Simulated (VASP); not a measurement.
```
Pt
1.0
    0.00000     1.95227     1.95227
    1.95227     0.00000     1.95227
    1.95227     1.95227     0.00000
Pt
1
Direct
  0.00000   0.00000   0.00000
```

These are MS2 meta-GGA, VASP's PBE PAW potentials (set 64) (plane waves; VASP) values and carry that method's errors. Run with 520 eV cut-off, 16×16×16 Γ-centred mesh, first-order Methfessel-Paxton smearing of 0.10 eV, potentials Pt.

Task: Give the energy at these volumes per atom, relative to the lowest: 13.99, 14.43, 14.88, 15.33, 15.77 Å³.

Result: 57.2, 13.4, 0.0, 11.6, 44.0 meV/atom. A third-order Birch-Murnaghan fit gives B0 = 299 GPa and B0′ = 5.4.

Measured: bulk modulus 289 GPa at 0 K (computed value off by +3.4 %), as given by H. Levämäki et al., Physical Review B (2014), arXiv:1402.3671 [corrected for temperature and zero-point phonon effects]; a 3.913 Å at 0 K (computed value off by -0.2 %), as given by Daniel Mejia-Rodriguez et al., Physical Review B (2018), arXiv:1807.09216 [static lattice: zero-point anharmonic expansion removed].

The compound is Pt in the fcc structure. It was relaxed first.
